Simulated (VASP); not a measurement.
Here is the system:

```
SrTe
1.0
    0.00000     3.29636     3.29636
    3.29636     0.00000     3.29636
    3.29636     3.29636     0.00000
Sr Te
1 1
Cartesian
  0.00000   0.00000   0.00000
  3.29636   3.29636   3.29636
```

Calculation: rev-vdW-DF2, VASP's PBE PAW potentials (set 64) (plane waves; VASP 6.6.1). Settings: 520 eV cut-off, 7×7×7 Γ-centred mesh, Gaussian smearing of 0.050 eV, potentials Sr_sv Te.

Task: Give the stress tensor in GPa (positive for a compressed cell).

Result: 
```
1.12  0.00  0.00
0.00  1.12  0.00
0.00  0.00  1.12
```
The pressure is its mean diagonal, 1.12 GPa.

The compound is SrTe in the rock salt structure. This cell is one point of a volume scan, at 0.97 of the reference volume.
